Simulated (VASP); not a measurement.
Computed with PBE GGA, VASP's PBE PAW potentials (set 64) (plane waves; VASP).

VASP input:

POSCAR:
```
GaN
1
    3.2188894845     0.0000000000     0.0000000000
   -1.6094447422     2.7876396636     0.0000000000
    0.0000000000     0.0000000000     5.2417647730
Ga N
2 2
Direct
  0.6666670000   0.3333330000   0.4991182108
  0.3333330000   0.6666670000   0.9991182108
  0.6666670000   0.3333330000   0.8758817892
  0.3333330000   0.6666670000   0.3758817892
```

**KPOINTS**
```
Automatic mesh
0
Gamma
6 6 4
0 0 0
```

### INCAR
```
LCHARG = F
GGA = PE
NELM = 100
PREC = Accurate
SIGMA = 0.05   ! width (eV)
LASPH = T
ALGO = Normal   ! blocked Davidson
ENCUT = 500   ! plane-wave cut-off (eV)
LWAVE = T
EDIFF = 1E-6
SYSTEM = GaN
LMAXMIX = 4   ! l cut-off of mixed one-centre charges
LREAL = F
ISMEAR = 0   ! Gaussian
```

POTCAR, in this order: Ga_d N (PBE.64 set). Program: vasp_std.

What VASP printed:

### OUTCAR
```
 ion  position               nearest neighbor table
   1  0.667  0.333  0.499-   4 1.97   4 1.97   4 1.97   3 1.97
   2  0.333  0.667  0.999-   3 1.97   3 1.97   3 1.97   4 1.97
   3  0.667  0.333  0.876-   2 1.97   2 1.97   2 1.97   1 1.97
   4  0.333  0.667  0.376-   1 1.97   1 1.97   1 1.97   2 1.97
  LATTYP: Found a hexagonal cell.
 ALAT       =     3.2188894845
 C/A-ratio  =     1.6284388757
 Subroutine PRICEL returns:
 Original cell was already a primitive cell.
 Subroutine GETGRP returns: Found 12 space group operations
The static configuration has the point symmetry C_3v.
 The point group associated with its full space group is C_6v.
The dynamic configuration has the point symmetry C_3v.
 Subroutine INISYM returns: Found 12 space group operations
 Subroutine IBZKPT returns following result:
 Found     21 irreducible k-points:

 Following reciprocal coordinates:
            Coordinates               Weight
  0.000000  0.000000  0.000000      1.000000
  0.166667 -0.000000  0.000000      6.000000
  0.333333  0.000000  0.000000      6.000000
  0.500000  0.000000  0.000000      3.000000
  0.166667  0.166667  0.000000      6.000000
...
```

### OSZICAR
```
       N       E                     dE             d eps       ncg     rms          rms(c)
DAV:   1     0.276003953872E+03    0.27600E+03   -0.17946E+04   940   0.296E+03
DAV:   2     0.700740413430E+01   -0.26900E+03   -0.26139E+03  1058   0.522E+02
DAV:   3    -0.267652376749E+02   -0.33773E+02   -0.33538E+02  1038   0.152E+02
DAV:   4    -0.282356875316E+02   -0.14704E+01   -0.14672E+01  1306   0.339E+01
DAV:   5    -0.282538309114E+02   -0.18143E-01   -0.18141E-01  1032   0.359E+00    0.108E+01
DAV:   6    -0.242263327336E+02    0.40275E+01   -0.15463E+01  1640   0.564E+01    0.314E+00
DAV:   7    -0.243453147823E+02   -0.11898E+00   -0.16707E+00   978   0.109E+01    0.269E+00
DAV:   8    -0.243449046278E+02    0.41015E-03   -0.28107E-01  1532   0.793E+00    0.865E-01
DAV:   9    -0.243227972418E+02    0.22107E-01   -0.11387E-01  1680   0.559E+00    0.350E-01
DAV:  10    -0.243237276567E+02   -0.93041E-03   -0.55756E-03  1062   0.799E-01    0.157E-01
DAV:  11    -0.243236891169E+02    0.38540E-04   -0.14006E-03  1398   0.684E-01    0.305E-02
DAV:  12    -0.243237014775E+02   -0.12361E-04   -0.18305E-04  1030   0.985E-02    0.142E-02
DAV:  13    -0.243237018355E+02   -0.35796E-06   -0.35236E-05  1230   0.138E-01    0.764E-03
DAV:  14    -0.243237021650E+02   -0.32950E-06   -0.37701E-06  1058   0.382E-02
   1 F= -.24323702E+02 E0= -.24323702E+02  d E =-.170447E-15
```

**OUTCAR**
```
------------------------ aborting loop because EDIFF is reached ----------------------------------------
  FORCE on cell =-STRESS in cart. coord.  units (eV):
  Direction    XX          YY          ZZ          XY          YZ          ZX
  --------------------------------------------------------------------------------------
  Total       -0.0193513     -0.0193513      0.0107089     -0.0000000     -0.0000000      0.0000000
  in kB       -0.6591756     -0.6591754      0.3647833     -0.0000000     -0.0000000      0.0000000
  external PRESSURE =      -0.3178559 kB  Pullay stress =       0.0000000 kB
  volume of cell :       47.03
      direct lattice vectors                 reciprocal lattice vectors
     3.218889485  0.000000000  0.000000000     0.310666149  0.179363211  0.000000000
    -1.609444742  2.787639664  0.000000000     0.000000000  0.358726421  0.000000000
     0.000000000  0.000000000  5.241764773     0.000000000  0.000000000  0.190775444
  FREE ENERGIE OF THE ION-ELECTRON SYSTEM (eV)
  ---------------------------------------------------
  free  energy   TOTEN  =       -24.3237021650 eV

  energy  without entropy=      -24.3237021650  energy(sigma->0) =      -24.32370216
```
(Selected blocks of OUTCAR.)

The structure comes from a computed database's GaN entry (P6_3mc); how it stands against other phases isn't given here. It was relaxed first.
